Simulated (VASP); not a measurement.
Here is a VASP 6.6.1 calculation.

Contents of INCAR:

```
SYSTEM = CoC2
PREC = Accurate
ENCUT = 520
EDIFF = 1E-7
ISMEAR = 0
SIGMA = 0.1
LREAL = .False.
LASPH = .True.
NELM = 150
ALGO = Normal
ISIF = 2
LWAVE = .False.
LCHARG = .False.
ISPIN = 2
MAGMOM = 3 3 0 0 0 0
LORBIT = 11
LMAXMIX = 4
GGA = PE
NBANDS = 30
```

KPOINTS

```
Automatic mesh
0
Gamma
  6 6 6
  0 0 0
```

POSCAR

```
CoC2
1.0
    0.0000000000      2.9391150572      2.9391150572
    2.9391150572      0.0000000000      2.9391150572
    2.9391150572      2.9391150572      0.0000000000
Co C
2 4
Direct
    0.0000000000      0.0000000000      0.0000000000
    0.2500000000      0.2500000000      0.2500000000
    0.6250000000      0.6250000000      0.6250000000
    0.1250000000      0.6250000000      0.6250000000
    0.6250000000      0.6250000000      0.1250000000
    0.6250000000      0.1250000000      0.6250000000
```

Potentials or basis: VASP PAW PBE potentials, release 64 (Co, C).

Command:

```bash
$ cat potpaw_PBE.64/Co/POTCAR potpaw_PBE.64/C/POTCAR > POTCAR
$ mpirun -np 1 vasp_std > vasp.out
```

(1) Estimate the net moment.

(2) What does it give for the pressure?

(3) Predict the site moments.

Results:

(1) 2.35 μB per cell.

(2) -11.4 GPa.

(3) Co +1.24; C -0.01 μB.
